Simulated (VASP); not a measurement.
Method: PBEsol GGA, VASP's PBE PAW potentials (set 64) (plane waves; VASP).

A VASP calculation is set up with these files.

### INCAR
```
# general
SYSTEM  = Ga
PREC    = Accurate
ENCUT   = 400
LREAL   = .FALSE.
LASPH   = .TRUE.

# electronic loop
EDIFF   = 1E-6
NELM    = 100
ALGO    = Normal
LMAXMIX = 4

# smearing
ISMEAR  = 1
SIGMA   = 0.1

# functional
GGA     = PS

# ions
IBRION  = 2
NSW     = 60
ISIF    = 3
EDIFFG  = -0.02

# output
LWAVE   = .FALSE.
LCHARG  = .FALSE.
```

**KPOINTS**
```
kpoints
0
Gamma
 7 7 6
```

File POSCAR:
```
Ga
1
    2.2331244472    -3.7892274300    -0.0000000000
    2.2331244472     3.7892274300     0.0000000000
    0.0000000000     0.0000000000     4.4727948938
Ga
4
Direct
  0.1554701435   0.8445298565   0.9188662037
  0.3445298565   0.6554701435   0.4188662037
  0.6554701435   0.3445298565   0.5811337963
  0.8445298565   0.1554701435   0.0811337963
```

POTCAR, in this order: Ga_d (PBE.64 set). Program: vasp_std.

**Question.** Predict the energy per atom (σ→0), volume per atom, band gap (on the k-mesh).

**Answer.** 
```json
{
  "energy per atom (σ→0)": "-3.349 eV/atom",
  "band gap (on the k-mesh)": "none (metal, semimetal or under 0.01 eV)",
  "volume_per_atom": "18.89 Å³/atom"
}
```

### OSZICAR
```
...
DAV:   1    -0.133991962588E+02   -0.36922E-02   -0.84901E-02  4654   0.210E+00    0.355E-01
DAV:   2    -0.133969282029E+02    0.22681E-02   -0.58184E-03  4395   0.121E+00    0.211E-01
DAV:   3    -0.133957182199E+02    0.12100E-02   -0.24370E-03  5420   0.598E-01    0.243E-02
DAV:   4    -0.133957796455E+02   -0.61426E-04   -0.83362E-04  4122   0.300E-01    0.173E-02
DAV:   5    -0.133957756299E+02    0.40157E-05   -0.64672E-05  5273   0.634E-02    0.753E-03
DAV:   6    -0.133957746294E+02    0.10004E-05   -0.73313E-06  3621   0.334E-02    0.191E-03
DAV:   7    -0.133957747015E+02   -0.72052E-07   -0.17527E-06  2519   0.160E-02
   6 F= -.13395775E+02 E0= -.13395597E+02  d E =-.270713E-03
```

The compound is Ga in the alpha structure. This run relaxes it. Symmetry was kept, so distortions that lower it aren't found. The start is the result of an earlier pass.
